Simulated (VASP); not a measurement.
Input:

```xyz
2
Lattice="0.0000 2.6684 2.6684 2.6684 0.0000 2.6684 2.6684 2.6684 0.0000" Properties=species:S:1:pos:R:3 pbc="T T T"
Zn     0.0000     0.0000     0.0000
S      1.3342     1.3342     1.3342
```

Method: PBE GGA, VASP's PBE PAW potentials (set 64) (plane waves; VASP). Numerical set-up: PREC = Normal, 500 eV cut-off, 4×4×4 Γ-centred mesh, Gaussian smearing of 0.010 eV, potentials Zn_sv_GW S_GW.

**Question.** What does the run give for the energy per atom (σ→0), pressure, band gap (on the k-mesh) with the smallest direct gap where there is one?

**Answer.** 
```yaml
band gap (on the k-mesh): 2.26 eV
smallest direct gap (on the k-mesh): 2.26 eV
energy per atom (σ→0): -3.391 eV/atom
pressure: 4.18 GPa
```

Total energies compare only between runs with the same potentials, cut-off and functional.

The compound is ZnS in the zinc blende structure. This cell is one point of a volume scan, at 0.96 of the reference volume. The k-mesh is coarse (spacing up to 0.51 per Å, 2π included), so the numbers may not be converged in it.
